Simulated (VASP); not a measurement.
Input for VASP

**KPOINTS**
```
Automatic mesh
0
Gamma
12 12 1
0 0 0
```

### INCAR
```
SYSTEM = P
PREC = Accurate; ENCUT = 400; LREAL = F
LASPH = T
EDIFF = 1E-7; NELM = 100; ALGO = Normal
ISMEAR = -5
GGA = PS
ISIF = 2
LWAVE = F; LCHARG = T; LORBIT = 11
NEDOS = 601
```

**POSCAR**
```
P
3.8742940
  1.0000000081   0.0000000193   0.0000000000
 -0.4999998524   0.8660253219   0.0000000000
  0.0000000000   0.0000000000   3.7799941412
P
2
Cart
  0.0000000000   0.0000000000   1.8899970706
  0.5000005546   0.2886748315   1.8899970706
```

POTCAR, in this order: P (PBE.64 set). Program: vasp_std.

Translate this PBEsol calculation to Ansatz.

One equivalent input (not run):
Ansatz 0.2 input:
```yaml
crystal:
  lattice:
    - [3.8742940, 0.0000001, 0.0000000]
    - [-1.9371464, 3.3552367, 0.0000000]
    - [0.0000000, 0.0000000, 14.6448086]
  atoms:
    - { symbol: P, position: [0.0000000, 0.0000000, 0.5000000] }
    - { symbol: P, position: [0.6666670, 0.3333330, 0.5000000] }
kpoints:
  mp_grid: { grid: [12, 12, 1] }
hamiltonian:
  xc: pbesol
  pseudopotentials: { kind: paw }
scf:
  occupations: { method: tetrahedron }
  max_iter: 100
output: { forces: true, stress: true, eigenvalues: true }
```
The two are equivalent in intent, not identical: each code has its own PAW files, so the cut-off isn't converted (ENCUT is set for VASP's; basis.ecutwfc is left out, and Ansatz then takes the one that its files recommend); Ansatz stops its SCF on the density residual and VASP on the energy change (EDIFF).

The cell is a sheet with vacuum, built from a generated structure.
